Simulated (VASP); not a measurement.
The cell holds one NaF (rock salt) (110) slab, with vacuum along c, ions free to move until forces fall under 0.03 eV/Å, no reconstruction beyond this cell, dipole correction on. Ionisation potential and electron affinity count from the cell's own band edges, surface states included.

Consider the following.

```xyz
12
Lattice="3.2739 0.0000 0.0000 0.0000 4.6300 0.0000 0.0000 0.0000 24.8217" Properties=species:S:1:pos:R:3 pbc="T T T"
Na     0.0000     0.0000     8.3906
Na     1.6370     2.3150     9.8937
Na     0.0000     0.0000    11.5989
Na     1.6370     2.3150    13.2229
Na     0.0000     0.0000    14.9280
Na     1.6370     2.3150    16.4311
F      1.6370     0.0000     9.9132
F      0.0000     2.3150     8.3503
F      1.6370     0.0000    13.2254
F      0.0000     2.3150    11.5963
F      1.6370     0.0000    16.4714
F      0.0000     2.3150    14.9085
```

Calculation: PBEsol GGA, VASP's PBE PAW potentials (set 64) (plane waves; VASP). Numerical set-up: 450 eV cut-off, 6×5×1 Γ-centred mesh, Gaussian smearing of 0.050 eV, potentials Na_pv F.

Slab and bulk use different k-meshes, so the surface energy is good to a few per cent at best.

Task: Predict its surface energy, ionisation potential, electron affinity, band gap (on the k-mesh).

Result: 
```json
{
  "surface_energy": "0.66 J/m²",
  "ionisation_potential": "6.22 eV",
  "electron_affinity": "1.25 eV",
  "band gap (on the k-mesh)": "4.96 eV"
}
```

The cell is a thin slab with vacuum, built from NaF (rock salt): (110) face.
